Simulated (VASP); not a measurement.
Given:

```
PdC
1.0
    2.72302     0.00000     0.00000
    0.00000     2.72302     0.00000
    0.00000     0.00000     2.72302
Pd C
1 1
Direct
  0.00000   0.00000   0.00000
  0.50000   0.50000   0.50000
```

Method: PBE GGA, VASP's PBE PAW potentials (set 64) (plane waves; VASP). Run with 800 eV cut-off, 9×9×9 Γ-centred mesh, Gaussian smearing of 0.050 eV, potentials Pd C.

Estimate the energy per atom (σ→0), pressure, band gap (on the k-mesh) with the smallest direct gap where there is one.

```json
{
  "band gap (on the k-mesh)": "none (metal, semimetal or under 0.01 eV)",
  "energy per atom (σ→0)": "-519.7 kJ/mol of atoms",
  "pressure": "12.32 GPa"
}
```

The absolute energy has meaning only against runs of the same code, potentials and settings.

The structure was generated: PdC was put into the CsCl type (Pm-3m), which need not be its known phase. The cell was not relaxed at this level. The run is one of a series of settings (ENCUT = 800 against the base run), some of them coarse on purpose.
